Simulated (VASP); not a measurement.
All values below come from RPBE GGA, VASP's PBE PAW potentials (set 64) (plane waves; VASP).

VASP ran on this input.

POSCAR:
```
Ir
1
    0.0000000000     1.9440387097     1.9440387097
    1.9440387097     0.0000000000     1.9440387097
    1.9440387097     1.9440387097     0.0000000000
Ir
1
Direct
  0.0000000000   0.0000000000   0.0000000000
```

### KPOINTS
```
Automatic mesh
0
G
 16 16 16
```

INCAR:
```
ALGO = Normal
EDIFF = 1E-7
ENCUT = 520
GGA = RP
ISIF = 2
ISMEAR = 1
LASPH = T
LCHARG = F
LMAXMIX = 6
LREAL = F
LWAVE = F
NELM = 100
PREC = Accurate
SIGMA = 0.1
SYSTEM = Ir
```

POTCAR, in this order: Ir (PBE.64 set). Program: vasp_std.

Unless said otherwise, spin-orbit coupling is left out, though it shifts the bands of the heavy elements here.

Question: What does the run give for the energy per atom (σ→0), band gap (on the k-mesh)?

Answer: 
The energy per atom (σ→0) is -8.181 eV/atom and the band gap (on the k-mesh) comes out as none (metal, semimetal or under 0.01 eV).

### OSZICAR
```
...
DAV:   5    -0.870753557970E+01   -0.30290E-04   -0.30291E-04  3632   0.992E-02    0.135E+01
DAV:   6    -0.826447850188E+01    0.44306E+00   -0.97474E-01  2688   0.139E+01    0.563E+00
DAV:   7    -0.818722544199E+01    0.77253E-01   -0.29217E-01  3032   0.708E+00    0.160E+00
DAV:   8    -0.818178729969E+01    0.54381E-02   -0.26831E-03  2648   0.823E-01    0.248E-01
DAV:   9    -0.818160355002E+01    0.18375E-03   -0.31928E-04  3240   0.284E-01    0.173E-02
DAV:  10    -0.818161137524E+01   -0.78252E-05   -0.37003E-06  2968   0.200E-02    0.183E-03
DAV:  11    -0.818161138575E+01   -0.10501E-07   -0.52149E-08  2752   0.293E-03
   1 F= -.81816114E+01 E0= -.81814991E+01  d E =-.336925E-03
```

The compound is Ir in the fcc structure. It was relaxed first.
